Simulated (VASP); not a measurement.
A calculation with VASP 6.6.1 of K3Pd (ASE script, structure from a POSCAR):

Contents of run.py:

```python
from ase.calculators.vasp import Vasp
from ase.dft.bandgap import bandgap
from ase.io import read

atoms = read('POSCAR')
calc = Vasp(
    directory='calc',
    xc='rpbe',
    pp='PBE',
    setups='materialsproject',
    prec='Accurate',
    encut=520,
    ediff=1e-06,
    ismear=0,
    sigma=0.02,
    lreal=False,
    lasph=True,
    nelm=80,
    algo='Normal',
    isif=2,
    lwave=False,
    lcharg=False,
    kpts=[5, 5, 5],
    gamma=True,
)
atoms.calc = calc

print('energy (eV):', atoms.get_potential_energy())
print('free energy (eV):', atoms.get_potential_energy(force_consistent=True))
print('forces (eV/A):')
print(atoms.get_forces())
print('stress (eV/A^3, Voigt):', atoms.get_stress())
print('Fermi level (eV):', calc.get_fermi_level())
gap, top, bottom = bandgap(calc)
print('band gap (eV):', gap, 'from (spin, k, band)', top, 'to', bottom)
```

POSCAR

```
K3Pd
1.0
    5.4450130000      0.0000000000      0.0000000000
    0.0000000000      5.4450130000      0.0000000000
    0.0000000000      0.0000000000      5.4450130000
Pd K
1 3
Direct
    0.0000000000      0.0000000000      0.0000000000
    0.0000000000      0.5000000000      0.5000000000
    0.5000000000      0.0000000000      0.5000000000
    0.5000000000      0.5000000000      0.0000000000
```

Potentials or basis: VASP PAW PBE potentials, release 64 (Pd, K_sv).

Launch:

```sh
$ python run.py
```

The cell comes from a database or a generator and needn't be the stable form of this composition.

Q: Write the same calculation in another form: native input, structure from a POSCAR.

A: As run:

The input INCAR:

```
SYSTEM = K3Pd
PREC = Accurate
ENCUT = 520
EDIFF = 1E-6
ISMEAR = 0
SIGMA = 0.02
LREAL = .FALSE.
LASPH = .TRUE.
NELM = 60
ALGO = Normal
ISIF = 2
LWAVE = .FALSE.
LCHARG = .TRUE.
GGA = RP
LELF = .TRUE.
LVHAR = .TRUE.
NBANDS = 26
```

KPOINTS

```
regular mesh
0
G
  5 5 5
  0 0 0
```

The input POSCAR:

```
K3Pd
5.445
    1.000002387511      0.000000000000      0.000000000000
    0.000000000000      1.000002387511      0.000000000000
    0.000000000000      0.000000000000      1.000002387511
Pd K
1 3
Direct
    0.0000000000      0.0000000000      0.0000000000
    0.0000000000      0.5000000000      0.5000000000
    0.5000000000      0.0000000000      0.5000000000
    0.5000000000      0.5000000000      0.0000000000
```

Potentials or basis: VASP PAW PBE potentials, release 64 (Pd, K_sv).

Command:

```bash
$ cat potpaw_PBE.64/Pd/POTCAR potpaw_PBE.64/K_sv/POTCAR > POTCAR
$ mpirun -np 1 vasp_std > vasp.out
```

Both were run:

|  | ASE script, structure from a POSCAR | native input, structure from a POSCAR |
| --- | --- | --- |
| Pressure | 0.9 GPa | 0.9 GPa |
| Band gap on the k mesh | none (metal or under the smearing width) | none (metal or under the smearing width) |

Keys that steer only the numerical path or the files written may differ.

Caveat: the PAW data sets were made with another functional, which shifts forces and pressure a little.
